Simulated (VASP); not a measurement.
VASP runs on Ta3Si (space group Fm-3m) share one base input (PBE GGA, plane waves, VASP's PBE PAW potentials (set 64)) and change the settings named in each case.

INCAR:
```
# general
SYSTEM  = Ta3Si
PREC    = Accurate
ENCUT   = 300
LREAL   = .FALSE.
LASPH   = .TRUE.

# electronic loop
EDIFF   = 1E-6
NELM    = 100
ALGO    = Normal
LMAXMIX = 6

# smearing
ISMEAR  = -1
SIGMA   = 0.1

# functional
GGA     = PE

# ions
ISIF    = 2

# output
LWAVE   = .FALSE.
LCHARG  = .FALSE.
```

**POSCAR**
```
Ta3Si
3.4777930
  0.0000000000   1.0000000000   1.0000000000
  1.0000000000   0.0000000000   1.0000000000
  1.0000000000   1.0000000000   0.0000000000
Si Ta
1 3
Cart
  0.0000000000   0.0000000000   0.0000000000
  1.0000000000   1.0000000000   1.0000000000
  0.5000000000   0.5000000000   0.5000000000
  1.5000000000   1.5000000000   1.5000000000
```

KPOINTS:
```
Automatic mesh
0
Gamma
6 6 6
0 0 0
```

POTCAR, in this order: Si Ta_pv (PBE.64 set). Program: vasp_std.

| change | E(σ→0) (eV/atom) | pressure (GPa) | −TS (eV) |
|---|---|---|---|
| base run | -9.7948 | -26.56 | -0.1489 |
| GGA removed, POTCAR Si Ta_pv (LDA.64 set) | -10.5036 | (withheld) | (withheld) |
| GGA_COMPAT = .FALSE., LNONCOLLINEAR = .TRUE., LSORBIT = .TRUE., MAGMOM = 0.0 0.0 0.0 0.0 0.0 0.0 0.0 0.0 0.0 0.0 0.0 0.0, program vasp_ncl | -10.3541 | -26.39 | -0.1279 |
| KPOINTS 2×2×2 Γ-centred mesh | -9.9382 | -24.70 | -0.0938 |

Question: What belongs in the gaps?

Answer: 
- GGA removed, POTCAR Si Ta_pv (LDA.64 set), pressure (GPa): -32.88
- GGA removed, POTCAR Si Ta_pv (LDA.64 set), −TS (eV): -0.1508

Energies of different potentials or functionals have different zeros.  Unless said otherwise, spin-orbit coupling is left out, though it shifts the bands of the heavy elements here. At 300 eV the pressure can carry a Pulay error.

Left out are runs that ran out of time, are held back, or changed the cell or the kind of run, fixed moments of cells without a moment, rows past the twelfth, gaps on odd meshes, pressures of charged cells and columns that move by less than the noise.

The structure was generated: Ta3Si was put into an ordered model structure, which need not be its known phase. The cell was not relaxed at this level.
